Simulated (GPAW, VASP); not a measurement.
Given: the input of a run of VASP 6.6.1 on ZnRe. Atoms were shifted at random by some hundredths of an Å from the given cell, which wasn't relaxed again for these runs. The cell comes from a database or a generator and needn't be the stable form of this composition.

The input INCAR:

```
PREC = Accurate
ENCUT = 520
EDIFF = 1E-7
ISMEAR = -1
SIGMA = 0.05
LREAL = False
LASPH = True
NELM = 100
ALGO = Normal
ISIF = 2
LWAVE = False
LCHARG = True
GGA = PE
LELF = True
LVHAR = True
NBANDS = 16
```

The input KPOINTS:

```
Automatic mesh
0
Gamma
  11 11 6
```

The input POSCAR:

```
ZnRe
1.0
    2.7482183437      0.0000000000      0.0000000000
   -1.3741091718      2.3800269008      0.0000000000
    0.0000000000      0.0000000000      4.4940660000
Re Zn
1 1
Direct
    0.3227060000      0.6596810000      0.5123110000
    0.0165860000      0.0018920000     -0.0091620000
```

Potentials or basis: VASP PAW PBE potentials, release 64 (Re, Zn).

Command:

```console
$ cat potpaw_PBE.64/Re/POTCAR potpaw_PBE.64/Zn/POTCAR > POTCAR
$ mpirun -np 1 vasp_std > vasp.out
```

Problem. Translate it to GPAW 26.7.0 (ASE script). Potentials or basis there: GPAW PAW data sets (gpaw-data 1.2.1), cutoff 600 eV.

Solution. As run (cutoffs and basis follow the program's own potentials, and thresholds, step limits or extra output files can differ):

File run.py:

```python
from ase.dft.bandgap import bandgap
from ase.io import read, write
from ase.units import GPa
from gpaw import GPAW, PW

atoms = read('ZnRe.xyz')

calc = GPAW(mode=PW(600),
            xc='PBE',
            kpts={'size': (11, 11, 6), 'gamma': True},
            occupations={'name': 'fermi-dirac', 'width': 0.05},
            nbands=24,
            convergence={'density': 1e-05, 'energy': 1e-05},
            maxiter=150,
            txt='gpaw.txt')
atoms.calc = calc
energy = atoms.get_potential_energy()
forces = atoms.get_forces()
stress = atoms.get_stress()
calc.write('gs.gpw')
write('result.traj', atoms)
print(f'Energy: {energy:.6f} eV')
print('Forces (eV/A):')
print(forces.round(4))
print('Stress (GPa):', (stress / GPa).round(3))
print('Fermi level:', round(calc.get_fermi_level(), 4), 'eV')
print(f'Gap: {bandgap(calc)[0]:.4f} eV, direct: {bandgap(calc, direct=True)[0]:.4f} eV')
```

Contents of ZnRe.xyz:

```xyz
2
Lattice="2.7482183437 0.0000000000 0.0000000000 -1.3741091718 2.3800269008 0.0000000000 0.0000000000 0.0000000000 4.4940660000" Properties=species:S:1:pos:R:3 pbc="T T T"
Re    -0.0196071637      1.5700585259      2.3023594465
Zn     0.0429821349      0.0045030109     -0.0411746327
```

Potentials or basis: GPAW PAW data sets (gpaw-data 1.2.1), pw.

Command:

```bash
$ OMP_NUM_THREADS=1 python run.py
```

Both were run:

|  | VASP | GPAW |
| --- | --- | --- |
| Pressure | -0.4 GPa | -0.7 GPa |
| Largest force | 0.943 eV/Å | 0.937 eV/Å |

The potentials hold 19 and 25 valence electrons a cell.

Pressure is positive in compression.
